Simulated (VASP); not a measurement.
These are PBE GGA, VASP's PBE PAW potentials (set 64) (plane waves; VASP) values and carry that method's errors.

Input for VASP

### POSCAR
```
V3Ge
1
    0.0000000000     3.1016160000     3.1016160000
    3.1016160000     0.0000000000     3.1016160000
    3.1016160000     3.1016160000     0.0000000000
Ge V
1 3
Direct
  0.0000000000   0.0000000000   0.0000000000
  0.5000000000   0.5000000000   0.5000000000
  0.2500000000   0.2500000000   0.2500000000
  0.7500000000   0.7500000000   0.7500000000
```

**INCAR**
```
ALGO=Normal
EDIFF=1E-6
ENCUT=400
GGA=PE
ISIF=2
ISMEAR=1
ISPIN=2
LASPH=.TRUE.
LCHARG=.FALSE.
LMAXMIX=4
LORBIT=10
LREAL=.FALSE.
LWAVE=.FALSE.
MAGMOM=4*1.0
NELM=100
PREC=Accurate
SIGMA=0.1
SYSTEM=V3Ge
```

KPOINTS:
```
Automatic mesh
0
G
7 7 7
```

POTCAR, in this order: Ge_d V_sv (PBE.64 set). Program: vasp_std.

### Question
Estimate the energy per atom (σ→0), cell moment, pressure, band gap (on the k-mesh).

### Answer

The energy per atom (σ→0) is -7.976 eV/atom and the cell moment is 1.17 μB. The band gap (on the k-mesh) is none (metal, semimetal or under 0.01 eV) and the pressure is -147.0 kbar.

**OSZICAR**
```
...
DAV:  10    -0.318996704141E+02    0.23459E-02   -0.80236E-02  3175   0.161E+00    0.616E-01
DAV:  11    -0.319026085808E+02   -0.29382E-02   -0.23177E-02  3724   0.996E-01    0.298E-01
DAV:  12    -0.319041163323E+02   -0.15078E-02   -0.10522E-02  3533   0.465E-01    0.104E-01
DAV:  13    -0.319041770579E+02   -0.60726E-04   -0.87827E-04  3382   0.162E-01    0.427E-02
DAV:  14    -0.319041797173E+02   -0.26594E-05   -0.71393E-05  3501   0.489E-02    0.303E-02
DAV:  15    -0.319041828089E+02   -0.30916E-05   -0.53271E-05  2843   0.335E-02    0.112E-02
DAV:  16    -0.319041830769E+02   -0.26804E-06   -0.59663E-06  2597   0.146E-02
   1 F= -.31904183E+02 E0= -.31903363E+02  d E =-.246057E-02  mag=     1.1704
```

The structure was generated: V3Ge was put into the D03 type (Fm-3m), which need not be its known phase. The cell was not relaxed at this level.
